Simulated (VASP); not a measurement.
An input for Ansatz (written as the equivalent of a VASP run, and not itself run):

Ansatz 0.2 input:
```yaml
crystal:
  lattice:
    - [1.5753184, -2.7285320, 0.0000000]
    - [1.5753184, 2.7285320, 0.0000000]
    - [0.0000000, 0.0000000, 3.5045042]
  atoms:
    - { symbol: Zr, position: [0.0000000, 0.0000000, 0.0000000] }
    - { symbol: B, position: [0.3333330, 0.6666670, 0.5000000] }
    - { symbol: B, position: [0.6666670, 0.3333330, 0.5000000] }
kpoints:
  mp_grid: { grid: [12, 12, 10] }
hamiltonian:
  xc: pbe
  dispersion: d4
  pseudopotentials: { kind: paw }
scf:
  occupations: { method: tetrahedron }
  max_iter: 100
output: { forces: true, stress: true, eigenvalues: true }
```

### Question
Write the VASP files for the same calculation (PBE-D4).

### Answer
This is not unique; one that fits is 
**POSCAR**
```
ZrB2
3.1506370
  0.4999999790  -0.8660255138   0.0000000000
  0.4999999790   0.8660255138   0.0000000000
  0.0000000000   0.0000000000   1.1123160774
Zr B
1 2
Cartesian
  0.0000000000   0.0000000000   0.0000000000
  0.4999999790   0.2886757486   0.5561580387
  0.4999999790  -0.2886757486   0.5561580387
```

KPOINTS:
```
Automatic mesh
0
Gamma
12 12 10
0 0 0
```

### INCAR
```
SYSTEM = ZrB2
PREC = Accurate
ENCUT = 520
EDIFF = 1E-7
NELM = 100
ALGO = Normal
LREAL = .FALSE.
LASPH = .TRUE.
ISMEAR = -5
GGA = PE
IVDW = 13
LMAXMIX = 4
LWAVE = .FALSE.
LCHARG = .TRUE.
LORBIT = 11
NEDOS = 601
ISIF = 2
LEFG = .TRUE.
```

POTCAR, in this order: Zr_sv B (PBE.64 set). Program: vasp_std.

Limits of the translation: each code has its own PAW files, so the cut-off isn't converted (ENCUT is set for VASP's; basis.ecutwfc is left out, and Ansatz then takes the one that its files recommend); Ansatz stops its SCF on the density residual and VASP on the energy change (EDIFF); the field gradients of LEFG aren't asked of the other code.

The compound is ZrB2 in the AlB2 type structure. It was relaxed first.
